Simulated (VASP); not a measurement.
Here is a VASP 6.6.1 calculation.

INCAR

```
  PREC = Accurate
  ENCUT = 520
  EDIFF = 1E-6
  ISMEAR = 0
  SIGMA = 0.1
  LREAL = F
  LASPH = T
  NELM = 80
  ALGO = Fast
  ISIF = 2
  LWAVE = F
  LCHARG = F
  NBANDS = 13
```

The input KPOINTS:

```
regular mesh
0
Gamma
  6 6 6
```

Contents of POSCAR:

```
MgPd
1.0
    3.1600000000      0.0000000000      0.0000000000
    0.0000000000      3.1600000000      0.0000000000
    0.0000000000      0.0000000000      3.1600000000
Mg Pd
1 1
Direct
    0.0000000000      0.0000000000      0.0000000000
    0.5000000000      0.5000000000      0.5000000000
```

Potentials or basis: VASP PAW LDA potentials, release 64 (Mg, Pd).

Command:

```sh
$ cat potpaw_LDA.64/Mg/POTCAR potpaw_LDA.64/Pd/POTCAR > POTCAR
$ mpirun -np 1 vasp_std > vasp.out
```

Task: What does it give for the pressure?

Result: -5.4 GPa.

Task: What does it give for the band gap on the k mesh?

Result: None (metal or under the smearing width).
